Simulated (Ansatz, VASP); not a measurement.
## One calculation of AlB2N3, two programs

File INCAR:

```
ALGO = Normal ; EDIFF = 1E-6
EDIFFG = -0.04 ; ENCUT = 600
GGA = PE ; IBRION = 2
ISIF = 3 ; ISMEAR = 0
LASPH = T ; LCHARG = F
LREAL = F ; LWAVE = F
NELM = 80 ; NSW = 90
PREC = Accurate ; SIGMA = 0.1
```

KPOINTS

```
k-points
0
Gamma
  6 6 4
```

POSCAR

```
AlB2N3
1.0
    2.6234101758      0.0000000000      0.0000000000
   -1.3117050879      2.2719398568      0.0000000000
    0.0000000000      0.0000000000      6.4404144009
Al B N
1 2 3
Direct
    0.0000000000      0.0000000000      0.0000000000
    0.3333333333      0.6666666667      0.6597883566
    0.6666666667      0.3333333333      0.3402116434
    0.6666666667      0.3333333333      0.8087914423
    0.3333333333      0.6666666667      0.1912085577
    0.0000000000      0.0000000000      0.5000000000
```

Input for Ansatz:

```yaml
crystal:
  lattice:
    - [2.6234101758, 0.0, 0.0]
    - [-1.3117050879, 2.2719398568, 0.0]
    - [0.0, 0.0, 6.4404144009]
  atoms:
    - { symbol: Al, position: [0.0, 0.0, 0.0] }
    - { symbol: B, position: [0.3333333333, 0.6666666667, 0.6597883566] }
    - { symbol: B, position: [0.6666666667, 0.3333333333, 0.3402116434] }
    - { symbol: "N", position: [0.6666666667, 0.3333333333, 0.8087914423] }
    - { symbol: "N", position: [0.3333333333, 0.6666666667, 0.1912085577] }
    - { symbol: "N", position: [0.0, 0.0, 0.5] }
basis:
  ecutwfc: 420
kpoints:
  mp_grid: { grid: [6, 6, 4] }
hamiltonian:
  xc: pbe
scf:
  occupations: { method: gaussian, width: 0.1 }
  lower_state_search: "off"
output:
  forces: true
  stress: true
  eigenvalues: true
relax:
  adjacent_minimum: "off"
  f_tol: 0.04
  max_steps: 70
  cell: { stress_tol: 0.4 }
```

Alike in both runs: task relaxation of cell and atoms; functional PBE; k mesh 6 × 6 × 4; occupations gaussian, width 0.1 eV; no spin polarisation.

```csv
,VASP,Ansatz
version,VASP 6.6.1,Ansatz 0.2.0
potentials or method,"VASP PAW PBE potentials, release 64 (Al, B, N)","scalar-relativistic, plane waves, PAW"
plane-wave cutoff (eV),600,420
valence electrons in the cell,24,24
```

|  | VASP | Ansatz | Ansatz less VASP |
| --- | --- | --- | --- |
| gap on the k mesh at the Fermi level, each at its own relaxed structure (eV) | 1.69 | 1.70 | +0.007 |
| relaxed volume (Å³/atom) | 6.40 | 6.40 | 0.000 |
| relaxed cell length with the largest relative difference (Å) | 2.623 | 2.623 | 0.0000 |

Caveats: the k mesh is coarse (spacing up to 0.46 Å⁻¹), so the values aren't converged; the relaxation stopped at its first step, so nothing moved. A hybrid or GW would open this gap; PBE tends to underestimate it. A k mesh can miss the band edges.
